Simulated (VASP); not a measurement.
Computed with PBEsol GGA, VASP's PBE PAW potentials (set 64) (plane waves; VASP).

VASP input:

**INCAR**
```
ALGO = Normal
EDIFF = 1E-7
EDIFFG = -0.01
ENCUT = 520
GGA = PS
IBRION = 2
ISIF = 4
ISMEAR = 1
LASPH = .True.
LCHARG = .False.
LMAXMIX = 4
LREAL = .False.
LWAVE = .False.
NELM = 100
NSW = 30
PREC = Accurate
SIGMA = 0.1
SYSTEM = Tc
```

POSCAR:
```
Tc
1
    1.3325420385    -2.3080308913     0.0000000000
    1.3325420385     2.3080308913     0.0000000000
    0.0000000000     0.0000000000     4.2692218437
Tc
2
Direct
  0.3333330000   0.6666670000   0.2500000000
  0.6666670000   0.3333330000   0.7500000000
```

File KPOINTS:
```
Automatic mesh
0
Gamma
15 15 9
0 0 0
```

POTCAR, in this order: Tc_pv (PBE.64 set). Program: vasp_std.

The run wrote:

File OUTCAR:
```
 ion  position               nearest neighbor table
   1  0.333  0.667  0.250-   2 2.63   2 2.63   2 2.63   2 2.63   2 2.63   2 2.63
   2  0.667  0.333  0.750-   1 2.63   1 2.63   1 2.63   1 2.63   1 2.63   1 2.63
  LATTYP: Found a hexagonal cell.
 ALAT       =     2.6650844038
 C/A-ratio  =     1.6019086816
 Subroutine PRICEL returns:
 Original cell was already a primitive cell.
 Subroutine GETGRP returns: Found 24 space group operations
The static configuration has the point symmetry D_3d.
 The point group associated with its full space group is D_6h.
The dynamic configuration has the point symmetry D_3d.
 Subroutine INISYM returns: Found 24 space group operations
 Subroutine IBZKPT returns following result:
 Found    135 irreducible k-points:

 Following reciprocal coordinates:
            Coordinates               Weight
  0.000000  0.000000  0.000000      1.000000
  0.066667  0.000000  0.000000      6.000000
  0.133333  0.000000  0.000000      6.000000
  0.200000  0.000000  0.000000      6.000000
  0.266667  0.000000  0.000000      6.000000
  0.333333  0.000000  0.000000      6.000000
  0.400000  0.000000  0.000000      6.000000
  0.466667  0.000000  0.000000      6.000000
  0.066667  0.066667  0.000000      6.000000
  0.133333  0.066667  0.000000     12.000000
  0.200000  0.066667  0.000000     12.000000
  0.266667  0.066667  0.000000     12.000000
  0.333333  0.066667  0.000000     12.000000
  0.400000  0.066667  0.000000     12.000000
  0.466667  0.066667  0.000000      6.000000
  0.133333  0.133333  0.000000      6.000000
  0.200000  0.133333  0.000000     12.000000
  0.266667  0.133333  0.000000     12.000000
  0.333333  0.133333  0.000000     12.000000
  0.400000  0.133333  0.000000     12.000000
  0.200000  0.200000  0.000000      6.000000
  0.266667  0.200000  0.000000     12.000000
  0.333333  0.200000  0.000000     12.000000
  0.400000  0.200000  0.000000      6.000000
  0.266667  0.266667  0.000000      6.000000
  0.333333  0.266667  0.000000     12.000000
  0.333333  0.333333  0.000000      2.000000
  0.000000  0.000000  0.111111      2.000000
  0.066667  0.000000  0.111111     12.000000
  0.133333  0.000000  0.111111     12.000000
  0.200000  0.000000  0.111111     12.000000
  0.266667  0.000000  0.111111     12.000000
  0.333333  0.000000  0.111111     12.000000
  0.400000  0.000000  0.111111     12.000000
  0.466667  0.000000  0.111111     12.000000
  0.066667  0.066667  0.111111     12.000000
  0.133333  0.066667  0.111111     24.000000
  0.200000  0.066667  0.111111     24.000000
  0.266667  0.066667  0.111111     24.000000
  0.333333  0.066667  0.111111     24.000000
   k-points           NKPTS =    135   k-points in BZ     NKDIM =    135   number of bands    NBANDS=     17
   number of dos      NEDOS =    301   number of ions     NIONS =      2
   total plane-waves  NPLWV =  12800
   dimension x,y,z NGX =    20 NGY =   20 NGZ =   32
   dimension x,y,z NGXF=    40 NGYF=   40 NGZF=   64
   ions per type =               2
   PREC   = accura    normal or accurate (medium, high low for compatibility)
   ISTART =      0    job   : 0-new  1-cont  2-samecut
   ICHARG =      2    charge: 1-file 2-atom 10-const
   ISPIN  =      1    spin polarized calculation?
   LNONCOLLINEAR =      F non collinear calculations
   LSORBIT =      F    spin-orbit coupling
   INIWAV =      1    electr: 0-lowe 1-rand  2-diag
   ENCUT  =  520.0 eV  38.22 Ry    6.18 a.u.   4.96  4.96  7.94*2*pi/ulx,y,z
   NELM   =    100;   NELMIN=  2; NELMDL= -5     # of ELM steps
   EDIFF  = 0.1E-06   stopping-criterion for ELM
   LREAL  =      F    real-space projection
...
```

OSZICAR:
```
       N       E                     dE             d eps       ncg     rms          rms(c)
DAV:   1     0.308608281379E+03    0.30861E+03   -0.16903E+04  4622   0.163E+03
DAV:   2    -0.163572383703E+02   -0.32497E+03   -0.32170E+03  5070   0.461E+02
DAV:   3    -0.239028755038E+02   -0.75456E+01   -0.74159E+01  5384   0.821E+01
DAV:   4    -0.239680953428E+02   -0.65220E-01   -0.65085E-01  5083   0.758E+00
DAV:   5    -0.239686527908E+02   -0.55745E-03   -0.55738E-03  5067   0.671E-01    0.291E+01
DAV:   6    -0.226160128267E+02    0.13526E+01   -0.29363E+00  4841   0.175E+01    0.101E+01
DAV:   7    -0.224235559554E+02    0.19246E+00   -0.68475E-01  5072   0.767E+00    0.111E+00
DAV:   8    -0.224115020020E+02    0.12054E-01   -0.16956E-02  4718   0.149E+00    0.194E-01
DAV:   9    -0.224115947431E+02   -0.92741E-04   -0.27254E-04  5163   0.150E-01    0.278E-02
DAV:  10    -0.224115954589E+02   -0.71582E-06   -0.15587E-05  4783   0.375E-02    0.746E-03
DAV:  11    -0.224115954283E+02    0.30607E-07   -0.50947E-07  4723   0.731E-03
   1 F= -.22411595E+02 E0= -.22411654E+02  d E =-.224116E+02
       N       E                     dE             d eps       ncg     rms          rms(c)
DAV:   1    -0.224185026571E+02   -0.69072E-02   -0.33747E-01  4598   0.506E+00    0.469E-01
DAV:   2    -0.224129701725E+02    0.55325E-02   -0.92268E-03  4872   0.867E-01    0.211E-01
DAV:   3    -0.224116326850E+02    0.13375E-02   -0.46469E-03  5366   0.495E-01    0.299E-02
DAV:   4    -0.224116392204E+02   -0.65354E-05   -0.89632E-05  4692   0.102E-01    0.858E-03
DAV:   5    -0.224116383701E+02    0.85033E-06   -0.42779E-06  4894   0.141E-02    0.285E-03
DAV:   6    -0.224116384336E+02   -0.63455E-07   -0.27802E-07  4360   0.418E-03
   2 F= -.22411638E+02 E0= -.22411873E+02  d E =-.430053E-04
       N       E                     dE             d eps       ncg     rms          rms(c)
DAV:   1    -0.224134092142E+02   -0.17708E-02   -0.75167E-02  4598   0.239E+00    0.222E-01
DAV:   2    -0.224121678438E+02    0.12414E-02   -0.20770E-03  4862   0.408E-01    0.995E-02
DAV:   3    -0.224118705920E+02    0.29725E-03   -0.10346E-03  5340   0.232E-01    0.138E-02
DAV:   4    -0.224118722573E+02   -0.16653E-05   -0.18937E-05  4674   0.468E-02    0.402E-03
DAV:   5    -0.224118722892E+02   -0.31878E-07   -0.75355E-07  4730   0.563E-03
   3 F= -.22411872E+02 E0= -.22412023E+02  d E =-.276861E-03
```

### OUTCAR
```
------------------------ aborting loop because EDIFF is reached ----------------------------------------
  FORCE on cell =-STRESS in cart. coord.  units (eV):
  Direction    XX          YY          ZZ          XY          YZ          ZX
  --------------------------------------------------------------------------------------
  Total        3.8195011      3.8195025      3.8204030     -0.0000000      0.0000000      0.0000000
  in kB      233.0322182    233.0323020    233.0872435     -0.0000000      0.0000000      0.0000000
  external PRESSURE =     233.0505879 kB  Pullay stress =       0.0000000 kB
  volume of cell :       26.26
      direct lattice vectors                 reciprocal lattice vectors
     1.333984444 -2.310529249  0.000000000     0.374816965 -0.216400636 -0.000000000
     1.333984444  2.310529249 -0.000000000     0.374816965  0.216400636  0.000000000
     0.000000000 -0.000000000  4.259994351     0.000000000  0.000000000  0.234742095
 POSITION                                       TOTAL-FORCE (eV/Angst)
 -----------------------------------------------------------------------------------
      1.33398      0.77018      1.06500         0.000000      0.000000     -0.000000
      1.33398     -0.77018      3.19500        -0.000000     -0.000000      0.000000
 -----------------------------------------------------------------------------------
    total drift:                               -0.000000      0.000579     -0.000043
  FREE ENERGIE OF THE ION-ELECTRON SYSTEM (eV)
  ---------------------------------------------------
  free  energy   TOTEN  =       -22.4118722892 eV

  energy  without entropy=      -22.4123250093  energy(sigma->0) =      -22.41202320

 reached required accuracy - stopping structural energy minimisation
```
(Selected blocks of OUTCAR.)

File CONTCAR:
```
Tc
   1.00000000000000
     1.3339844439465720   -2.3105292487407940    0.0000000000000000
     1.3339844439465720    2.3105292487407940   -0.0000000000000000
     0.0000000000000000   -0.0000000000000000    4.2599943511618257
  Tc
     2
Direct
     0.3333330000000032    0.6666669999999968    0.2500000000000000
     0.6666669999999968    0.3333330000000032    0.7500000000000000
```

The compound is Tc in the hcp structure. This cell is one point of a volume scan, at 0.94 of the reference volume. Symmetry was kept, so distortions that lower it aren't found.
